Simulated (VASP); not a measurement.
These are PBE GGA, VASP's PBE PAW potentials (set 64) (plane waves; VASP) values and carry that method's errors.

Input for VASP

INCAR:
```
ALGO = Fast
EDIFF = 1E-6
ENCUT = 400
GGA = PE
ISIF = 2
ISMEAR = 1
LASPH = .TRUE.
LCHARG = .FALSE.
LMAXMIX = 6
LREAL = .FALSE.
LWAVE = .FALSE.
NELM = 100
PREC = Accurate
SIGMA = 0.1
SYSTEM = Tm
```

File POSCAR:
```
Tm
5.6610
  0.3189189189  -0.5523838544   0.0000000000
  0.3189189189   0.5523838544   0.0000000000
  0.0000000000   0.0000000000   1.0000000000
Tm
2
direct
  0.3333330000   0.6666670000   0.2500000000
  0.6666670000   0.3333330000   0.7500000000
```

KPOINTS:
```
Automatic mesh
0
Gamma
11 11 6
0 0 0
```

POTCAR, in this order: Tm_3 (PBE.64 set). Program: vasp_std.

The run wrote:

OSZICAR:
```
       N       E                     dE             d eps       ncg     rms          rms(c)
DAV:   1     0.516436588198E+02    0.51644E+02   -0.74857E+03  1672   0.108E+03
DAV:   2    -0.529082210529E+01   -0.56934E+02   -0.55923E+02  1755   0.342E+02
DAV:   3    -0.885394715418E+01   -0.35631E+01   -0.33116E+01  2715   0.527E+01
DAV:   4    -0.893555403636E+01   -0.81607E-01   -0.79526E-01  2626   0.707E+00
DAV:   5    -0.893664783136E+01   -0.10938E-02   -0.10934E-02  2375   0.768E-01    0.226E+01
RMM:   6    -0.892313031967E+01    0.13518E-01   -0.27025E-02  1709   0.215E+00    0.135E+01
RMM:   7    -0.893242376640E+01   -0.92934E-02   -0.11059E-01  2198   0.324E+00    0.384E-01
RMM:   8    -0.893264022099E+01   -0.21645E-03   -0.10991E-02  2574   0.955E-01    0.131E-01
RMM:   9    -0.893256075578E+01    0.79465E-04   -0.14834E-03  2792   0.429E-01    0.344E-02
RMM:  10    -0.893256188974E+01   -0.11340E-05   -0.17816E-04  2553   0.121E-01    0.152E-02
RMM:  11    -0.893256455137E+01   -0.26616E-05   -0.32156E-05  2538   0.504E-02    0.599E-03
RMM:  12    -0.893256541897E+01   -0.86760E-06   -0.68290E-06  1981   0.273E-02
   1 F= -.89325654E+01 E0= -.89336079E+01  d E =0.312740E-02
```

### OUTCAR
```
------------------------ aborting loop because EDIFF is reached ----------------------------------------
  FORCE on cell =-STRESS in cart. coord.  units (eV):
  Direction    XX          YY          ZZ          XY          YZ          ZX
  --------------------------------------------------------------------------------------
  Total       -0.8216871     -0.8216874     -1.0099485      0.0000000      0.0000000      0.0000000
  in kB      -20.5961638    -20.5961700    -25.3150665      0.0000000      0.0000000      0.0000000
  external PRESSURE =     -22.1691334 kB  Pullay stress =       0.0000000 kB
  volume of cell :       63.92
      direct lattice vectors                 reciprocal lattice vectors
     1.805400000 -3.127045000  0.000000000     0.276946937 -0.159895364  0.000000000
     1.805400000  3.127045000  0.000000000     0.276946937  0.159895364  0.000000000
     0.000000000  0.000000000  5.661000000     0.000000000  0.000000000  0.176647235
 POSITION                                       TOTAL-FORCE (eV/Angst)
 -----------------------------------------------------------------------------------
      1.80540      1.04235      1.41525         0.000000     -0.000000      0.000000
      1.80540     -1.04235      4.24575        -0.000000      0.000000      0.000000
 -----------------------------------------------------------------------------------
    total drift:                               -0.000002      0.000074     -0.000012
  FREE ENERGIE OF THE ION-ELECTRON SYSTEM (eV)
  ---------------------------------------------------
  free  energy   TOTEN  =        -8.9325654190 eV

  energy  without entropy=       -8.9356928144  energy(sigma->0) =       -8.93360788
```
(Selected blocks of OUTCAR.)

The 4f electrons are frozen in the core of the lanthanide potential, so 4f levels, which can set the real gap, and their magnetism are missing.

The compound is Tm in the hcp structure. The cell was not relaxed at this level. The run is one of a series of settings (ALGO = Fast against the base run), some of them coarse on purpose.
